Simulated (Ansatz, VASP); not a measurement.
# Os (Osmium) in two plane-wave programs

Wanted: the spread between two codes on one cell, functional and k mesh. The cell is taken from a series of runs on this material, whose earlier steps may have relaxed, scaled, displaced or heated it; both programs get it as it stands.

Program: Ansatz 0.2.0. Level of theory: plane waves, with VASP 6.6.1 beside it; zone-centre phonons at PBEsol. Results are calculated unless marked as measured.

## Step 1: The starting structure

Symmetry: P6_3/mmc, No. 194, hexagonal system. Conventional cell: a = 2.837 Å, b = 2.837 Å, c = 4.214 Å, α = 90.00°, β = 90.00°, γ = 120.00°. Os has 12 Os at 2.67 to 2.84 Å nearest.

As a file:

```xyz
2
Lattice="2.8370 0.0000 0.0000 -1.4185 2.4569 0.0000 0.0000 0.0000 4.2141" Properties=species:S:1:pos:R:3 pbc="T T T"
Os    0.0000    1.6379    1.0535
Os    1.4185    0.8190    3.1606
```

## Step 2: VASP: zone-centre phonons, PBEsol

Second derivatives magnify differences that forces hide, and they need a tight electronic threshold.

Lines of VASP's logs that name or quote its potential files are left out, and so is its time.

Input file INCAR:

```
SYSTEM = Os
PREC = Accurate
ENCUT = 600
EDIFF = 1E-08
NELM = 120
ISMEAR = 1
SIGMA = 0.2
LREAL = .FALSE.
ALGO = Normal
GGA = PS
NBANDS = 14
LASPH = .TRUE.
LORBIT = 11
LWAVE = .FALSE.
LCHARG = .FALSE.
ISIF = 2
IBRION = 8
GGA_COMPAT = .FALSE.
KPAR = 2
```

Input file POSCAR:

```
Os
1.0
    2.8369974624      0.0000000000      0.0000000000
   -1.4184987312      2.4569118729      0.0000000000
    0.0000000000      0.0000000000      4.2141411728
Os
2
Direct
    0.3333333333      0.6666666667      0.2500000000
    0.6666666667      0.3333333333      0.7500000000
```

Input file KPOINTS:

```
Automatic mesh
0
Gamma
18 18 12
0 0 0
```

The projector-augmented-wave data sets are Os (PBE family, release 64).

On the command line:

```console
mpirun -np 2 vasp_std
```

Numbers of over 12 decimals in the logs are rounded to 6 here.

Output:

```text
[banner, memory and clock lines left out]
running    2 mpi-ranks, on    1 nodes
 distrk:  each k-point on    1 cores,    2 groups
 distr:  one band on    1 cores,    1 groups

 POSCAR found type information on POSCAR Os
 POSCAR found :  1 types and       2 ions
|                                                                             |
|               ----> ADVICE to this user running VASP <----                  |
|                                                                             |
|     You enforced a specific xc type in the INCAR file but a different       |
|     [... a line on the potential file left out ...]
|     I HOPE YOU KNOW WHAT YOU ARE DOING!                                     |
|                                                                             |

 LDA part: xc-table for (Slater+PW92), standard interpolation
 POSCAR, INCAR and KPOINTS ok, starting setup
 FFT: planning ... GRIDC
 FFT: planning ... GRID_SOFT
 FFT: planning ... GRID
 WAVECAR not read
 entering main loop
       N       E                     dE             d eps       ncg     rms          rms(c)
DAV:   1     0.111692158981E+03    0.11169E+03   -0.81461E+03  7252   0.123E+03
DAV:   2    -0.193409698649E+02   -0.13103E+03   -0.11534E+03  7422   0.360E+02
DAV:   3    -0.258158633989E+02   -0.64749E+01   -0.61044E+01  9456   0.685E+01
DAV:   4    -0.258982115162E+02   -0.82348E-01   -0.81909E-01  7840   0.817E+00
DAV:   5    -0.258987028058E+02   -0.49129E-03   -0.49114E-03  9344   0.569E-01    0.216E+01
DAV:   6    -0.246184797499E+02    0.12802E+01   -0.13328E+00  8836   0.101E+01    0.915E+00
DAV:   7    -0.242886877527E+02    0.32979E+00   -0.76279E-01  9252   0.752E+00    0.471E-01
DAV:   8    -0.242821357487E+02    0.65520E-02   -0.68350E-03  7410   0.637E-01    0.306E-01
DAV:   9    -0.242791441992E+02    0.29915E-02   -0.15279E-03  8596   0.420E-01    0.575E-02
DAV:  10    -0.242791579039E+02   -0.13705E-04   -0.62437E-05  9036   0.745E-02    0.147E-02
DAV:  11    -0.242791442859E+02    0.13618E-04   -0.35528E-06  8182   0.180E-02    0.180E-03
DAV:  12    -0.242791433290E+02    0.95692E-06   -0.18228E-07  8674   0.518E-03    0.593E-04
DAV:  13    -0.242791432580E+02    0.70998E-07   -0.78411E-09  5606   0.731E-04    0.158E-04
DAV:  14    -0.242791432267E+02    0.31279E-07   -0.10361E-09  4202   0.423E-04    0.193E-04
DAV:  15    -0.242791432079E+02    0.18805E-07   -0.14844E-10  4076   0.118E-04    0.707E-05
DAV:  16    -0.242791432085E+02   -0.60470E-09   -0.43889E-11  3872   0.100E-04
   1 F= -.24279143E+02 E0= -.24279063E+02  d E =-.241688E-03
 Linear response reoptimize wavefunctions to high precision
DAV:   1    -0.242791432083E+02    0.24056E-09   -0.49238E-12  4076   0.219E-05
DAV:   2    -0.242791432083E+02   -0.18190E-11   -0.37972E-13  3770   0.110E-05
 Linear response DOF=           2
 Linear response progress:
  Degree of freedom:   1/  2
       N       E                     dE             d eps       ncg     rms          rms(c)
RMM:   1    -0.195390233322E+00   -0.19539E+00   -0.11532E-01 53559   0.248E+00
RMM:   2    -0.191614932463E+00    0.37753E-02   -0.16902E-03 42288   0.546E-01    0.147E-01
RMM:   3    -0.190445593047E+00    0.11693E-02   -0.51738E-04 49953   0.158E-01    0.837E-02
RMM:   4    -0.189750749230E+00    0.69484E-03   -0.76263E-04 50264   0.184E-01    0.110E-02
RMM:   5    -0.189819129401E+00   -0.68380E-04   -0.19321E-05 51511   0.311E-02    0.513E-03
RMM:   6    -0.189795115395E+00    0.24014E-04   -0.21605E-06 51774   0.987E-03    0.146E-03
RMM:   7    -0.189792847974E+00    0.22674E-05   -0.11589E-08 52941   0.155E-03    0.934E-04
RMM:   8    -0.189789603476E+00    0.32445E-05   -0.66011E-08 51171   0.160E-03    0.101E-04
RMM:   9    -0.189788885116E+00    0.71836E-06    0.12336E-09 53435   0.236E-04    0.304E-05
RMM:  10    -0.189788631886E+00    0.25323E-06   -0.13981E-08 52925   0.460E-05    0.565E-06
RMM:  11    -0.189788587374E+00    0.44512E-07   -0.71336E-09 54034   0.905E-06    0.220E-06
RMM:  12    -0.189788602296E+00   -0.14921E-07   -0.45059E-10 51664   0.533E-06    0.331E-07
RMM:  13    -0.189788604210E+00   -0.19143E-08   -0.55672E-10 24088   0.135E-06    0.912E-08
 first order change of Fermi-energy  -0.89189E-05
 force on displaced ion       1 direction 1 :  -9.850   0.001   0.000
 Linear response progress:
  Degree of freedom:   2/  2
       N       E                     dE             d eps       ncg     rms          rms(c)
RMM:   1    -0.240495133951E+00   -0.24050E+00   -0.13946E-01 18844   0.262E+00
RMM:   2    -0.232520466176E+00    0.79747E-02   -0.42282E-03 14309   0.739E-01    0.177E-01
RMM:   3    -0.232011356292E+00    0.50911E-03   -0.70489E-04 17616   0.159E-01    0.101E-01
RMM:   4    -0.232042525716E+00   -0.31169E-04   -0.43202E-04 17455   0.152E-01    0.989E-03
RMM:   5    -0.232082400964E+00   -0.39875E-04    0.29228E-05 18120   0.176E-02    0.613E-03
RMM:   6    -0.232088886220E+00   -0.64853E-05    0.87257E-06 17212   0.431E-03    0.403E-03
RMM:   7    -0.232099749615E+00   -0.10863E-04    0.45892E-06 17331   0.508E-03    0.456E-04
RMM:   8    -0.232096565496E+00    0.31841E-05   -0.13110E-07 18140   0.121E-03    0.169E-04
RMM:   9    -0.232094615136E+00    0.19504E-05   -0.98511E-08 17915   0.473E-04    0.824E-05
RMM:  10    -0.232094544561E+00    0.70574E-07    0.25607E-07 17187   0.236E-04    0.563E-06
RMM:  11    -0.232094567279E+00   -0.22718E-07   -0.30200E-08 18459   0.454E-05    0.271E-06
RMM:  12    -0.232094568784E+00   -0.15044E-08   -0.42461E-09 17552   0.106E-05    0.697E-07
 first order change of Fermi-energy   0.14412E-03
 force on displaced ion       1 direction 3 :   0.000  -0.000 -18.110
 Linear response finished
```

OUTCAR, selected parts (step 2):

```text
ion  position               nearest neighbor table
   1  0.333  0.667  0.250-   2 2.67   2 2.67   2 2.67   2 2.67   2 2.67   2 2.67
   2  0.667  0.333  0.750-   1 2.67   1 2.67   1 2.67   1 2.67   1 2.67   1 2.67

  LATTYP: Found a hexagonal cell.
 ALAT       =     2.8369974624
 C/A-ratio  =     1.4854229617

 Subroutine GETGRP returns: Found 24 space group operations
 (whereof 12 operations were pure point group operations)

The static configuration has the point symmetry D_3d.
 The point group associated with its full space group is D_6h.

 Found    259 irreducible k-points:

   k-points           NKPTS =    259   k-points in BZ     NKDIM =    259   number of bands    NBANDS=     14

   dimension x,y,z NGX =    24 NGY =   24 NGZ =   36
   dimension x,y,z NGXF=    48 NGYF=   48 NGZF=   72

   ENCUT  =  600.0 eV  44.10 Ry    6.64 a.u.   5.67  5.67  8.42*2*pi/ulx,y,z

   NELECT =      16.0000    total number of electrons

 k-points in reciprocal lattice and weights: Automatic mesh
   0.00000000  0.00000000  0.00000000       0.000
   0.05555556  0.00000000  0.00000000       0.002
   0.11111111  0.00000000  0.00000000       0.002
   0.16666667 -0.00000000  0.00000000       0.002
   0.22222222 -0.00000000  0.00000000       0.002
   0.27777778  0.00000000  0.00000000       0.002
   0.33333333 -0.00000000  0.00000000       0.002
   0.38888889 -0.00000000  0.00000000       0.002
   0.44444444 -0.00000000  0.00000000       0.002
[...]
0.33333333  0.27777778  0.50000000       0.003
   0.33333333  0.33333333  0.50000000       0.001

 average (electrostatic) potential at core
       1 -43.8086       2 -43.8086

  Total       -5.0535606     -5.0535606     -0.0280092     -0.0000000      0.0000000      0.0000000
  in kB     -275.6452134   -275.6452134     -1.5277576     -0.0000000      0.0000000      0.0000000
  external PRESSURE =    -184.2727281 kB  Pullay stress =       0.0000000 kB

  energy-cutoff  :      600.00
  volume of cell :       29.37
      direct lattice vectors                 reciprocal lattice vectors
     2.836997462  0.000000000  0.000000000     0.352485335  0.203507503  0.000000000
    -1.418498731  2.456911873  0.000000000     0.000000000  0.407015006  0.000000000
     0.000000000  0.000000000  4.214141173     0.000000000  0.000000000  0.237296274

 POSITION                                       TOTAL-FORCE (eV/Angst)
 -----------------------------------------------------------------------------------
     -0.00000      1.63794      1.05354        -0.000000      0.000000      0.000000
      1.41850      0.81897      3.16061         0.000000     -0.000000      0.000000
 -----------------------------------------------------------------------------------
    total drift:                                0.000000     -0.000000     -0.000000

 Eigenvectors and eigenvalues of the dynamical matrix
 ----------------------------------------------------

   1 f  =    6.822113 THz    42.864598 2PiTHz  227.561185 cm-1    28.213978 meV
             X         Y         Z           dx          dy          dz
     -0.000000  1.637941  1.053535    -0.000000    0.000000    0.707107
      1.418499  0.818971  3.160606     0.000000    0.000000   -0.707107

   2 f  =    5.031377 THz    31.613071 2PiTHz  167.828656 cm-1    20.808092 meV
             X         Y         Z           dx          dy          dz
     -0.000000  1.637941  1.053535     0.707107   -0.000000    0.000000
      1.418499  0.818971  3.160606    -0.707107    0.000000    0.000000

   3 f  =    5.031377 THz    31.613071 2PiTHz  167.828656 cm-1    20.808092 meV
             X         Y         Z           dx          dy          dz
     -0.000000  1.637941  1.053535     0.000000    0.707107   -0.000000
      1.418499  0.818971  3.160606    -0.000000   -0.707107   -0.000000

   4 f  =    0.000000 THz     0.000001 2PiTHz    0.000004 cm-1     0.000000 meV
             X         Y         Z           dx          dy          dz
     -0.000000  1.637941  1.053535    -0.000000    0.136119    0.693881
      1.418499  0.818971  3.160606     0.000000    0.136119    0.693881

   5 f  =    0.000000 THz     0.000000 2PiTHz    0.000001 cm-1     0.000000 meV
             X         Y         Z           dx          dy          dz
     -0.000000  1.637941  1.053535    -0.000000    0.693881   -0.136119
      1.418499  0.818971  3.160606     0.000000    0.693881   -0.136119

   6 f  =    0.000000 THz     0.000000 2PiTHz    0.000000 cm-1     0.000000 meV
             X         Y         Z           dx          dy          dz
     -0.000000  1.637941  1.053535     0.707107   -0.000000    0.000000
      1.418499  0.818971  3.160606     0.707107    0.000000    0.000000

 ELASTIC MODULI CONTR FROM IONIC RELAXATION (kBar)
 Direction    XX          YY          ZZ          XY          YZ          ZX
 --------------------------------------------------------------------------------
 XX         -12.3557     12.3557      0.0000      0.0000     -0.0000      0.0000
 YY          12.3557    -12.3557     -0.0000     -0.0000      0.0000      0.0000
 ZZ           0.0000     -0.0000     -0.0000     -0.0000     -0.0000      0.0000
 XY           0.0000     -0.0000     -0.0000    -12.3557     -0.0000      0.0000
 YZ          -0.0000      0.0000     -0.0000     -0.0000     -0.0000      0.0000
 ZX           0.0000      0.0000      0.0000      0.0000      0.0000      0.0000
 --------------------------------------------------------------------------------
```

## Step 3: Ansatz: zone-centre phonons, PBEsol

Ansatz runs on its PAW soft_1 files.

The same cell, functional, mesh and smearing now go to Ansatz, which takes its cutoff from its data sets.

Input file input.yaml:

```yaml
crystal:
  lattice:
    - [2.8369974624, 0.0, 0.0]
    - [-1.4184987312, 2.4569118729, 0.0]
    - [0.0, 0.0, 4.2141411728]
  atoms:
    - { symbol: Os, position: [0.3333333333, 0.6666666667, 0.25] }
    - { symbol: Os, position: [0.6666666667, 0.3333333333, 0.75] }
kpoints:
  mp_grid: { grid: [18, 18, 12] }
hamiltonian:
  xc: pbesol
  pseudopotentials: { kind: paw, azcp: { folder: soft_1 }, xc_functional: pbe }
scf:
  occupations: { method: methfessel_paxton, width: 0.2 }
output:
  eigenvalues: true
phonons:
  method: dfpt
```

On the command line:

```console
ansatz run input.yaml --threads 4 --pin off --max-ram 10240MiB --backend cpu --events-out ev --progress --plain --runs-dir out
```

Output:

```text
zone centre: on kpoints.mp_grid the ground state, and the responses unless they are solved on pairs of k-points, stand on 637 of the mesh's 3888 k-points, reduced under 4 symmetry operations, with k and −k counted as one. Each operation leaves every solved displacement unchanged or reverses it
Engine: ansatz 0.2.0, aarch64-unknown-linux-gnu
Pseudopotentials: kind: paw
Pseudopotential: Os, paw, valence charge 16, recommended cutoff 420 eV (normal), soft_1/Os.paw.azcp
Functional definition: PBEsol
  exchange = pbesol_x
  correlation = pbesol_c
Crystal: 2 atoms, lattice volume = 29.374 Å³
Basis set: ecut = 420 eV, 579 PW (Γ), exchange–correlation on 40×40×60 points (8 copies of the dense FFT grid, shifted against one another)
Bands: 20, of which v1, the nominal top of the filled ones, is band 16 counted from 1 (15 counted from 0)
Symmetry: 24 space group operations
k-points: 637 of 3888 (irreducible under 4 space group operations, time reversal used)
Non-local potential: Os, projectors of the file, l = 0: 3, l = 1: 2, l = 2: 2, l = 3: 1
PAW form: soft (Blöchl's): semilocal exchange-correlation on the pseudo side does not see the compensation charge
PAW frozen core: Os, regenerated for the run's functional, and the local potential with it (the file was generated under x = pbe(κ = 0.804, μ = 0.219515), c = pbe(β = 0.066725))
PAW one-centre angular grid: Os, 590 points (default); XC on 64 Gauss nodes
Initial density: superposition of atomic densities (chi_scale 0.1, normalization cell)
Initial wavefunctions: pseudopotential atomic-orbital guess
Functional: x = pbesol(κ = 0.804, μ = 0.123457), c = pbesol(β = 0.046)
SCF iter   1: F=—  HF=-22504.824894 eV  |F-HF|=—  |Δ(HF+E_count)|=         —  Δρ=6.30e-2  dr2=1.03e0  ethr=3.10e-3  ⟨swp⟩=5.0  Hψ=114293  notcnv=0  defer=48
automatic band count: the SCF goes on with 24 bands, as 20 were too few: they end inside the smearing window of the response
preconditioner: auto → none  [metal: Δε(μ)=0.001 eV  Ē_g=11.531 eV  σ=0.200 eV  W_gap=0.00  n_scr=8 (ndim 8)  ℏωp=27.4 eV  f_vac=0.000  D(μ)=1.20/eV (n_scr^D=8)  sad-step TF]
SCF iter   2: F=—  HF=-22504.567716 eV  |F-HF|=—  |Δ(HF+E_count)|=   2.57e-1  S|Δr|=    0.00e0  Δρ=3.74e-2  dr2=3.53e-1  ethr=3.10e-3  ⟨swp⟩=2.0  Hψ=23144  notcnv=0  defer=749
SCF iter   3: F=—  HF=-22504.445489 eV  |F-HF|=—  |Δ(HF+E_count)|=   1.22e-1  S|Δr|=    0.00e0  Δρ=1.67e-3  dr2=2.97e-4  ethr=1.10e-3  ⟨swp⟩=2.0  Hψ=21820  notcnv=0  defer=749
SCF iter   4: F=—  HF=-22504.445138 eV  |F-HF|=—  |Δ(HF+E_count)|=   3.51e-4  S|Δr|=    0.00e0  Δρ=2.40e-4  dr2=8.56e-6  ethr=9.29e-7  ⟨swp⟩=2.1  Hψ=23914  notcnv=0  defer=1017
SCF iter   5: F=—  HF=-22504.445138 eV  |F-HF|=—  |Δ(HF+E_count)|=   4.08e-7  S|Δr|=    0.00e0  Δρ=5.58e-5  dr2=7.40e-7  ethr=2.68e-8  ⟨swp⟩=2.0  Hψ=23859  notcnv=0  defer=1017
SCF iter   6: F=—  HF=-22504.445143 eV  |F-HF|=—  |Δ(HF+E_count)|=   4.83e-6  S|Δr|=    0.00e0  Δρ=1.47e-5  dr2=5.34e-8  ethr=2.31e-9  ⟨swp⟩=2.5  Hψ=20846  notcnv=0  defer=1137
SCF iter   7: F=—  HF=-22504.445143 eV  |F-HF|=—  |Δ(HF+E_count)|=   2.16e-8  S|Δr|=    0.00e0  Δρ=2.30e-6  dr2=1.11e-9  ethr=1.67e-10  ⟨swp⟩=2.7  Hψ=21666  notcnv=0  defer=1137
SCF iter   8: F=-22504.445143 eV  HF=-22504.445143 eV  |F-HF|=1.09e-11  |Δ(HF+E_count)|=  4.44e-10  S|Δr|=    0.00e0  Δρ=1.32e-7  dr2=2.23e-12  ethr=1.00e-12  ⟨swp⟩=8.8  Hψ=85673  notcnv=0
SCF 1 converged in 8 iterations: F = -22504.445143 eV  dr2 = 2.23e-12
  greatest PAW one-centre occupation: 1.000 electrons in one spin orbital (limit 2), on the Os atom at site 1 (counted from 0), in its partial waves of l = 0
DFPT response loops at Γ: preconditioner auto → Kerker (q_TF=auto, 2.768 Å⁻¹) (partly filled bands, converged f_vac=0.000); β = 1.00, the filter's whole step (`scf.mixing.beta` (0.50) is not read by the response loops under this deck's `scf.mixing.preconditioner`; to damp them name `kerker` or `kerker_dos`, under which they read `scf.mixing.beta`, and type it under 1.00, their step now; both keys bind the ground state too); Broyden in place of MSR1
SCF converged after 8 iterations
Stability not checked: this state was not tested for a lower state beside it, because cold or Methfessel-Paxton smearing, or corrected tetrahedra, fill the levels in a way that the test cannot read (fill_not_monotonic; see scf.lower_state_search)
Free energy (F): -22504.445143 eV
Harris-Foulkes:  -22504.445143 eV  (|F-HF|=1.09e-11)
Internal energy: -22504.444833 eV  (E = F + TS)
E sigma→0 (E₀):  -22504.445065 eV
Entropy (-TS):   -0.000310 eV (-0.155 meV/atom)
Fermi energy:    24.371183 eV
Step filling:    the computed levels leave a gap of 0.0000 eV = 0.0 smearing widths at the electron count; against every level under it full and every level over it empty, smearing changes F+E_penalty+E_count by -0.405 meV and its σ→0 estimate by -0.328 meV
--- Per-component energies (eV) ---
  E_band       = -178.552692
  E_kinetic    = 979.929163
  E_local      = -1931.808222  (includes V_loc(G=0)·N_el)
  E_nonlocal   = 397.775852
  E_hartree    = 684.567790
  E_xc         = -463.807183
  E_vxc        = -490.157273  (∫ρ·V_xc dr)
  E_paw        = -17829.168311  (= ΣΔE_a)
  E_vpaw       = -503.428685  (= ΣTr[D̂ρ^β])
  E_aug_tail   = 0.000899  (compensation charges beyond the density's cutoff)
  E_ewald      = -4342.430816
  E_core_change = 0.495995  (= ΣΔE_core)
  E_smearing   = -0.000310  (= −TS)
  E_closure    = -0.000000  (closes the sum)
  Σ components = -22504.445143   (vs F -22504.445143, Δ=0.00e0)
--- Band table (eV; the first three rows and the last of 637) ---
  k-point 0: bands = [... 12 lower, 22.3527, 22.3527, 22.3665, 22.3665, 22.4009, 25.0513, 25.9228, 25.9228, ... 4 higher]
  k-point 1: bands = [... 12 lower, 22.2722, 22.2722, 22.3388, 22.5703, 22.5703, 24.7206, 25.9599, 25.9599, ... 4 higher]
  k-point 2: bands = [... 12 lower, 22.0599, 22.0599, 22.1629, 23.0219, 23.0219, 23.9125, 26.0328, 26.0328, ... 4 higher]
  k-point 636: bands = [... 12 lower, 21.1124, 21.1124, 22.7962, 22.7962, 26.3280, 26.3280, 28.7202, 28.7202, ... 4 higher]
--- Phonons (Γ-DFPT): 2 representative perturbations + reference, on 637 of 3888 k-points (Σ response iterations 4) ---
  k mesh reduced under 4 symmetry operations, with k and −k counted as one. Each operation leaves every solved displacement unchanged or reverses it
  ASR residual: 5.816e-5 → 0.000e0 eV/Å²; symmetrization residual: 6.146e-13 eV/Å²
  ASR residual per site (eV/Å²): 5.82e-5 5.82e-5
  Γ frequencies (cm⁻¹): 0.00 0.00 0.00 168.62 168.62 228.80
  non-analytic LO–TO correction: not included (Born effective charges unavailable; polar crystals: no LO–TO splitting at Γ)
```

The column dr2 measures how far the density is from self-consistency, as an energy; F and HF (Harris–Foulkes) agree once it is small.

## Step 4: Differences

Known differences besides the potentials themselves: the data sets hold 32 valence electrons in Ansatz (on its PAW soft_1 files) and 16 in VASP; the cutoff is 420 eV in Ansatz and 600 eV in VASP; Ansatz makes its cores anew for this functional, VASP keeps those of its PBE data sets. Total energies have different zeros and are not compared.

Both answers:

| quantity | Ansatz | VASP | difference |
| --- | --- | --- | --- |
| optical mode 1 to 2 (cm⁻¹) | 168.6 | 167.8 | +0.47 % |
| optical mode 3 (cm⁻¹) | 228.8 | 227.6 | +0.54 % |

Modes are paired by rising frequency, not by their patterns, so a pair may set unlike modes beside each other; they are those without the splitting of longitudinal modes.

## Step 5: Outcome

| Item | Value |
| --- | --- |
| r.m.s. difference of the optical zone-centre modes, each program's sorted by frequency (zone-centre phonons, PBEsol) | 0.96 cm⁻¹ |
| difference in optical mode 3 (zone-centre phonons, PBEsol) | +0.5 % |

The r.m.s. difference of the optical zone-centre modes, each program's sorted by frequency is 0.96 cm⁻¹ (zone-centre phonons, PBEsol). The data sets hold unlike numbers of valence electrons (32 in Ansatz and 16 in VASP), so part of the differences comes from the potentials. Among the rows given in per cent, the largest difference of the zone-centre phonons, PBEsol pair is in optical mode 3, +0.5 %. How closely two codes agree says nothing of how well the functional describes the real material.

[Lines on the potential files, build, host, timing and source positions are cut from VASP's logs without a mark.]

[Logs are printed without paths, hosts, clocks, repeated set-up lines and the standing remarks that a program may print on its own settings, such as how far it seeks lower states.]

[Hosts, paths, dates, database ids (printed as entryN), source tags and the programs' standing remarks are cut or masked in the printed files.]
